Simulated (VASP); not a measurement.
Energy against volume of Ho (hcp). These are PW91 GGA, VASP's PBE PAW potentials (set 64) (plane waves; VASP) values and carry that method's errors. Settings: 520 eV cut-off, 12×12×7 Γ-centred mesh, first-order Methfessel-Paxton smearing of 0.10 eV, potentials Ho_3.

The 4f electrons are frozen in the core of the lanthanide potential, so 4f levels, which can set the real gap, and their magnetism are missing.

Shape and ions are relaxed at each volume.

```json
[
 {"V (Å³/atom)": "29.296", "E (eV/atom)": "-4.50490"},
 {"V (Å³/atom)": "30.231", "E (eV/atom)": "-4.51696"},
 {"V (Å³/atom)": "31.166", "E (eV/atom)": "-4.52091"},
 {"V (Å³/atom)": "32.101", "E (eV/atom)": "-4.51773"}
]
```

**Question.** Fit these four points and predict the energy of the run at 33.036 Å³/atom.

**Answer.** A cubic in V^(−2/3), the third-order Birch-Murnaghan form, passes through the four points with V0 = 31.20 Å³/atom and B0 = 41 GPa, and gives -4.5083 eV/atom there. The run gave -4.5080 eV/atom, +0.3 meV/atom from the fit; all five points give B0 = 41 GPa.

The compound is Ho in the hcp structure. It was relaxed first.
